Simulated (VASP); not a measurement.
Calculation: LDA (Ceperley-Alder, Perdew-Zunger), VASP's LDA PAW potentials (set 64) (plane waves; VASP).

Input for VASP

**KPOINTS**
```
Automatic mesh
0
Gamma
6 6 6
0 0 0
```

### POSCAR
```
SrCl2
1.0
  0.0000000000   3.4068686595   3.4068686595
  3.4068686595   0.0000000000   3.4068686595
  3.4068686595   3.4068686595   0.0000000000
Sr Cl
1 2
Direct
  0.0000000000   0.0000000000   0.0000000000
  0.2500000000   0.2500000000   0.2500000000
  0.7500000000   0.7500000000   0.7500000000
```

**INCAR**
```
SYSTEM = SrCl2
PREC = Accurate
ENCUT = 500
EDIFF = 1E-6
NELM = 100
ALGO = Normal
LREAL = .FALSE.
LASPH = .TRUE.
ISMEAR = 0
SIGMA = 0.05
LMAXMIX = 4
LWAVE = .FALSE.
LCHARG = .FALSE.
IBRION = 2
ISIF = 3
NSW = 40
EDIFFG = -0.02
```

POTCAR, in this order: Sr_sv Cl (LDA.64 set). Program: vasp_std.

Q: What will the output report for the number of irreducible k-points (NKPTS), largest plane-wave count, number of space-group operations, FFT grid (NGX, NGY, NGZ)?

A: 
```
Item                                           Value
--------------------------------------  ------------
number of irreducible k-points (NKPTS)            16
largest plane-wave count                        2044
number of space-group operations                  48
FFT grid (NGX, NGY, NGZ)                36 × 36 × 36
```

The compound is SrCl2 in the fluorite structure. It was relaxed first, which changed the volume by -7 %.
